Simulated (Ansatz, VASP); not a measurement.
# Co3Sn2S2 in two plane-wave programs

Aim: how closely do two programs agree when they are given the same cell, functional and k mesh? The cell is taken from a series of runs on this material, whose earlier steps may have relaxed, scaled, displaced or heated it; both programs get it as it stands.

Program: Ansatz 0.2.0. Level of theory: plane waves, with VASP 6.6.1 beside it; PBEsol. Results are calculated unless marked as measured.

### 1. The structure

It takes space group R-3m (No. 166, trigonal). The conventional cell has a = 5.357 Å, b = 5.357 Å, c = 13.127 Å, α = 90.00°, β = 90.00°, γ = 120.00°. Co has 2 S at 2.17 Å nearest. Nearest to Sn lie 6 Co at 2.68 Å and 2 S at 2.85 Å. Nearest to Sn lie 6 Co at 2.68 Å and 6 S at 3.16 Å. Nearest to S lie 3 Co at 2.17 Å and 4 Sn at 2.85 to 3.16 Å. Farther neighbours and most contacts between anions are not listed.

### 2. Ansatz: single point, PBEsol, pair 1

Ansatz runs on its PAW soft_1 files.

A single point takes one fixed geometry, so differences don't come from the geometry; what else differs is listed under the comparison.

The input, input.yaml:

```yaml
crystal:
  lattice:
    - [-2.678695, 4.639635838, 0.0]
    - [-5.35739, 0.0, 0.0]
    - [-2.678695, 1.5465452793, 4.3758]
  atoms:
    - { symbol: Co, position: [0.5, 0.0, 0.5], spin: 2.0 }
    - { symbol: Co, position: [0.0, 0.5, 0.5], spin: 2.0 }
    - { symbol: Co, position: [0.0, 0.0, 0.5], spin: 2.0 }
    - { symbol: Sn, position: [0.5, 0.5, 0.5] }
    - { symbol: Sn, position: [0.0, 0.0, 0.0] }
    - { symbol: S, position: [0.717, 0.717, 0.849] }
    - { symbol: S, position: [0.283, 0.283, 0.151] }
magnetization:
  spin_polarized: true
kpoints:
  mp_grid: { grid: [6, 6, 6] }
hamiltonian:
  xc: pbesol
  pseudopotentials: { kind: paw, azcp: { folder: soft_1 }, xc_functional: pbe }
scf:
  occupations: { method: fermi_dirac, width: 0.05 }
  max_iter: 120
  convergence: { dr2_threshold: 1.0e-08 }
  lower_state_search: "off"
output:
  write_density: true
  write_potential: true
  elf: true
  volumetric_format: npy
```

On the command line:

```sh
ansatz run input.yaml --threads 2 --pin off --max-ram 5632MiB --backend cpu --events-out ev --progress --plain --runs-dir out
```

Numbers of over 12 decimals in the logs are rounded to 6 here.

Output:

```text
Engine: ansatz 0.2.0, aarch64-unknown-linux-gnu
Pseudopotentials: kind: paw
Pseudopotential: Co, paw, valence charge 17, recommended cutoff 420 eV (normal), soft_1/Co.paw.azcp
Pseudopotential: Sn, paw, valence charge 14, recommended cutoff 420 eV (normal), soft_1/Sn.paw.azcp
Pseudopotential: S, paw, valence charge 6, recommended cutoff 420 eV (normal), soft_1/S.paw.azcp
Functional definition: PBEsol
  exchange = pbesol_x
  correlation = pbesol_c
Crystal: 7 atoms, lattice volume = 108.766 Å³
Basis set: ecut = 420 eV, 2109 PW (Γ)
Bands: 59, of which v1, the nominal top of the filled ones, is band 46 counted from 1 (45 counted from 0)
Symmetry: 12 space group operations
Space group: R-3m (ITA 166), of the structure as read, at distance tolerance 4.8e-5 Å
Magnetic group: BNS 166.97 (UNI 1327), of the structure as read, at distance tolerance 4.8e-5 Å
k-points: 32 of 216
Non-local potential: Co, projectors of the file, l = 0: 3, l = 1: 2, l = 2: 3, l = 3: 1
Non-local potential: Sn, projectors of the file, l = 0: 2, l = 1: 2, l = 2: 2, l = 3: 1
Non-local potential: S, projectors of the file, l = 0: 2, l = 1: 2, l = 2: 1
PAW form: soft (Blöchl's): semilocal exchange-correlation on the pseudo side does not see the compensation charge
PAW frozen core: Co, regenerated for the run's functional, and the local potential with it (the file was generated under x = pbe(κ = 0.804, μ = 0.219515), c = pbe(β = 0.066725))
PAW frozen core: Sn, regenerated for the run's functional, and the local potential with it (the file was generated under x = pbe(κ = 0.804, μ = 0.219515), c = pbe(β = 0.066725))
PAW frozen core: S, regenerated for the run's functional, and the local potential with it (the file was generated under x = pbe(κ = 0.804, μ = 0.219515), c = pbe(β = 0.066725))
PAW one-centre angular grid: Co, 590 points (default); XC on 64 Gauss nodes
PAW one-centre angular grid: Sn, 590 points (default); XC on 64 Gauss nodes
PAW one-centre angular grid: S, 110 points (default); XC on 64 Gauss nodes
Initial density: superposition of atomic densities (chi_scale 0.1, normalization cell, long waves kept (reshape's long-wave potential 0.01 eV rms))
Starting moments: Σ|m| = 6 μB on 3 of 7 sites
Initial wavefunctions: pseudopotential atomic-orbital guess
Functional: x = pbesol(κ = 0.804, μ = 0.123457), c = pbesol(β = 0.046)
SCF iter   1: F=—  HF=-28960.109794 eV  |F-HF|=—  |Δ(HF+E_count)|=         —  Δρ=2.38e-1 (↑4.38e-2 ↓2.38e-1)  dr2=8.56e1  dr2_m=1.09e1  M=1.446 μB ∫|m|=1.687 μB  β_m=0.30  ethr=3.10e-3  ⟨swp⟩=8.0  Hψ=16457  notcnv=0  defer=31
preconditioner: auto → Kerker (q_TF=auto, 2.648 Å⁻¹)  [metal: Δε(μ)=0.025 eV  Ē_g=13.926 eV  σ=0.050 eV  W_gap=0.12  n_scr=26 (ndim 8)  ℏωp=29.1 eV  f_vac=0.000  D(μ)=4.19/eV (n_scr^D=26)]
spin=Collinear: Kerker preconditioning applied to the charge; magnetization (m = ρ↑ − ρ↓) channel mixes plain (no charge-response kernel on spin).
SCF iter   2: F=—  HF=-28953.944771 eV  |F-HF|=—  |Δ(HF+E_count)|=    6.17e0  Δρ=9.73e-2 (↑9.73e-2 ↓3.83e-2)  dr2=5.81e0  dr2_m=3.49e0  M=1.488 μB ∫|m|=2.388 μB  β_m=0.30  ethr=3.10e-3  ⟨swp⟩=3.5  Hψ=8901  notcnv=0  defer=312
SCF iter   3: F=—  HF=-28952.677029 eV  |F-HF|=—  |Δ(HF+E_count)|=    1.27e0  Δρ=6.70e-2 (↑3.87e-2 ↓6.70e-2)  dr2=6.53e0  dr2_m=2.43e0  M=1.253 μB ∫|m|=2.024 μB  β_m=0.30  ethr=3.10e-3  ⟨swp⟩=2.8  Hψ=7208  notcnv=0  defer=310
SCF iter   4: F=—  HF=-28951.492396 eV  |F-HF|=—  |Δ(HF+E_count)|=    1.18e0  Δρ=4.82e-2 (↑4.82e-2 ↓1.38e-2)  dr2=2.60e0  dr2_m=5.29e-1  M=1.785 μB ∫|m|=2.435 μB  β_m=0.30  ethr=3.10e-3  ⟨swp⟩=3.2  Hψ=6388  notcnv=0  defer=317
SCF iter   5: F=—  HF=-28951.358505 eV  |F-HF|=—  |Δ(HF+E_count)|=   1.34e-1  Δρ=3.68e-2 (↑3.68e-2 ↓2.29e-2)  dr2=2.57e-1  dr2_m=8.63e-1  M=1.229 μB ∫|m|=1.971 μB  β_m=0.30  ethr=2.86e-3  ⟨swp⟩=2.1  Hψ=4816  notcnv=0  defer=310
SCF iter   6: F=—  HF=-28951.399850 eV  |F-HF|=—  |Δ(HF+E_count)|=   4.13e-2  Δρ=2.97e-2 (↑2.97e-2 ↓2.01e-2)  dr2=1.49e-1  dr2_m=6.10e-1  M=1.108 μB ∫|m|=1.811 μB  β_m=0.30  ethr=2.82e-4  ⟨swp⟩=2.1  Hψ=5309  notcnv=0  defer=310
Mixer restart at iter 6: flushing history
spin-set hold released at iteration 6 (site moments contracting): the magnetisation degrees of freedom join the quasi-Newton model from the next iteration; the mixer history was flushed
SCF iter   7: F=—  HF=-28951.423173 eV  |F-HF|=—  |Δ(HF+E_count)|=   2.33e-2  Δρ=2.14e-2 (↑1.97e-2 ↓2.14e-2)  dr2=1.25e-2  dr2_m=4.19e-1  M=1.034 μB ∫|m|=1.675 μB  β_m=0.65  ethr=1.63e-4  ⟨swp⟩=1.5  Hψ=4036  notcnv=0  defer=310
SCF iter   8: F=—  HF=-28951.591057 eV  |F-HF|=—  |Δ(HF+E_count)|=   1.68e-1  Δρ=2.42e-2 (↑2.42e-2 ↓1.01e-2)  dr2=9.53e-1  dr2_m=5.04e-2  M=0.990 μB ∫|m|=1.399 μB  β_m=0.65  ethr=1.38e-5  ⟨swp⟩=3.2  Hψ=8383  notcnv=0  defer=310
SCF iter   9: F=—  HF=-28951.502502 eV  |F-HF|=—  |Δ(HF+E_count)|=   8.86e-2  Δρ=6.61e-3 (↑6.61e-3 ↓5.83e-3)  dr2=1.37e-1  dr2_m=1.16e-3  M=0.924 μB ∫|m|=1.194 μB  β_m=0.63  ethr=1.38e-5  ⟨swp⟩=3.0  Hψ=8777  notcnv=0  defer=312
SCF iter  10: F=—  HF=-28951.490846 eV  |F-HF|=—  |Δ(HF+E_count)|=   1.17e-2  Δρ=1.54e-3 (↑4.01e-4 ↓1.54e-3)  dr2=3.86e-3  dr2_m=4.35e-4  M=0.942 μB ∫|m|=1.203 μB  β_m=0.72  ethr=1.38e-5  ⟨swp⟩=2.0  Hψ=5176  notcnv=0  defer=312
SCF iter  11: F=—  HF=-28951.490797 eV  |F-HF|=—  |Δ(HF+E_count)|=   4.88e-5  Δρ=5.08e-4 (↑5.08e-4 ↓1.01e-4)  dr2=1.80e-4  dr2_m=6.86e-5  M=0.936 μB ∫|m|=1.176 μB  β_m=0.86  ethr=4.24e-6  ⟨swp⟩=1.5  Hψ=3872  notcnv=0  defer=312
SCF iter  12: F=—  HF=-28951.490853 eV  |F-HF|=—  |Δ(HF+E_count)|=   5.54e-5  Δρ=1.74e-4 (↑1.74e-4 ↓1.16e-4)  dr2=5.73e-5  dr2_m=2.16e-6  M=0.931 μB ∫|m|=1.162 μB  β_m=0.86  ethr=1.98e-7  ⟨swp⟩=2.0  Hψ=4684  notcnv=0  defer=312
SCF iter  13: F=—  HF=-28951.490849 eV  |F-HF|=—  |Δ(HF+E_count)|=   3.68e-6  Δρ=4.04e-5 (↑4.04e-5 ↓3.28e-5)  dr2=4.90e-6  dr2_m=1.60e-7  M=0.930 μB ∫|m|=1.158 μB  β_m=0.93  ethr=6.30e-8  ⟨swp⟩=2.0  Hψ=4205  notcnv=0  defer=312
SCF iter  14: F=—  HF=-28951.490849 eV  |F-HF|=—  |Δ(HF+E_count)|=   2.40e-7  Δρ=2.62e-5 (↑2.62e-5 ↓2.59e-5)  dr2=2.53e-6  dr2_m=1.20e-8  M=0.929 μB ∫|m|=1.158 μB  β_m=0.97  ethr=5.39e-9  ⟨swp⟩=1.8  Hψ=3765  notcnv=0  defer=312
SCF iter  15: F=—  HF=-28951.490848 eV  |F-HF|=—  |Δ(HF+E_count)|=   1.99e-7  Δρ=4.65e-6 (↑4.65e-6 ↓4.01e-6)  dr2=5.53e-8  dr2_m=1.30e-9  M=0.929 μB ∫|m|=1.157 μB  β_m=0.84  ethr=2.78e-9  ⟨swp⟩=1.8  Hψ=3681  notcnv=0  defer=312
SCF iter  16: F=-28951.490848 eV  HF=-28951.490848 eV  |F-HF|=7.93e-10  |Δ(HF+E_count)|=   1.33e-8  Δρ=1.57e-6 (↑5.64e-7 ↓1.57e-6)  dr2=1.61e-9  dr2_m=9.20e-10  M=0.929 μB ∫|m|=1.157 μB  ethr=1.10e-11  ⟨swp⟩=10.5  Hψ=17578  notcnv=0
SCF 1 converged in 16 iterations: F = -28951.490848 eV  dr2 = 1.61e-9
  greatest PAW one-centre occupation: 1.001 electrons in one spin orbital (limit 2), on the Co atom at site 0 (counted from 0), in its partial waves of l = 1
SCF converged after 16 iterations
Magnetization: 0.9293 μB (45.9646 up, 45.0354 down)
Absolute magnetization: 1.1573 μB (∫|ρ↑−ρ↓|, with the PAW one-centre terms)
Spin contamination: 0.0211 ħ² per cell (⟨S²⟩ above its minimum at these occupations)
Per-site moments (μB) at R_I (Å): [(0.322975, 0.896559), (0.322975, 0.896559), (0.322975, 0.896559), (-0.00246934, 1.104962), (-0.00868563, 1.105216), (0.00817066, 0.896559), (0.00817066, 0.896559)]
Free energy (F): -28951.490848 eV
Harris-Foulkes:  -28951.490848 eV  (|F-HF|=7.93e-10)
Internal energy: -28951.465146 eV  (E = F + TS)
E sigma→0 (E₀):  -28951.477997 eV
Entropy (-TS):   -0.025702 eV (-3.672 meV/atom)
Fermi energy:    13.980209 eV
--- Per-component energies (eV) ---
  E_band       = -967.491867
  E_kinetic    = 1438.548147
  E_local      = -13190.826401  (includes V_loc(G=0)·N_el)
  E_nonlocal   = 1684.972505
  E_hartree    = 6071.409104
  E_xc         = -703.559834
  E_vxc        = -685.616702  (∫ρ·V_xc dr)
  E_paw        = -14409.021318  (= ΣΔE_a)
  E_vpaw       = -2357.392318  (= ΣTr[D̂ρ^β])
  E_aug_tail   = 0.000530  (compensation charges beyond the density's cutoff)
  E_ewald      = -9844.246716
  E_core_change = 1.258837  (= ΣΔE_core)
  E_smearing   = -0.025702  (= −TS)
  E_closure    = -0.000000  (closes the sum)
  Σ components = -28951.490848   (vs F -28951.490848, Δ=0.00e0)
--- Band table (eV; the first three rows and the last of 64) ---
  k-point 0 ↑: bands = [... 42 lower, 12.9992, 13.0653, 13.0653, 13.6717, 13.9754, 13.9754, 14.1086, 14.6249, ... 9 higher]
  k-point 1 ↑: bands = [... 42 lower, 12.9919, 13.0551, 13.0551, 13.6712, 14.1694, 14.1694, 14.2726, 15.4491, ... 9 higher]
  k-point 2 ↑: bands = [... 42 lower, 13.0370, 13.0766, 13.0766, 13.6702, 14.3395, 14.3395, 14.9062, 16.3575, ... 9 higher]
  k-point 31 ↓: bands = [... 42 lower, 13.2801, 13.4422, 13.5434, 14.1846, 14.1918, 15.9176, 15.9187, 16.3262, ... 9 higher]
```

In the SCF lines HF is the Harris–Foulkes energy and dr2 the Hartree energy of the density residual, in eV; the loop may stop once dr2 is under the threshold and the program's other checks hold. Hψ counts applications of the Hamiltonian.

(Continued in part 2 of 2.)

[Lines on the potential files, build, host, timing and source positions are cut from VASP's logs without a mark.]

[Logs are printed without paths, hosts, clocks, repeated set-up lines and the standing remarks that a program may print on its own settings, such as how far it seeks lower states.]

[Hosts, paths, dates, database ids (printed as entryN), source tags and the programs' standing remarks are cut or masked in the printed files.]
